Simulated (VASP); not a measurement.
The cell holds one TiC (rock salt) (110) slab, with vacuum along c, ions free to move until forces fall under 0.03 eV/Å, no reconstruction beyond this cell, dipole correction on.

Data:

```
TiC
1.0
    3.03705     0.00000     0.00000
    0.00000     4.29504     0.00000
    0.00000     0.00000    23.99005
Ti C
6 6
Cartesian
  0.00000   0.00000   8.34710
  1.51853   2.14752   9.67899
  0.00000   0.00000  11.28355
  1.51853   2.14752  12.70650
  0.00000   0.00000  14.31106
  1.51853   2.14752  15.64295
  1.51853   0.00000   9.66905
  0.00000   2.14752   8.23176
  1.51853   0.00000  12.73686
  0.00000   2.14752  11.25319
  1.51853   0.00000  15.75829
  0.00000   2.14752  14.32100
```

Computed with PBEsol GGA, VASP's PBE PAW potentials (set 64) (plane waves; VASP). Run with 450 eV cut-off, 9×7×1 Γ-centred mesh, first-order Methfessel-Paxton smearing of 0.10 eV, potentials Ti_sv C.

Slab and bulk use different k-meshes, so the surface energy is good to a few per cent at best.

Question: Predict its surface energy, work function, band gap (on the k-mesh).

Answer: 
```json
{
  "surface_energy": "3.97 J/m²",
  "work_function": "3.82 eV",
  "band gap (on the k-mesh)": "none (metal, semimetal or under 0.01 eV)"
}
```

The cell is a thin slab with vacuum, built from TiC (rock salt): (110) face.
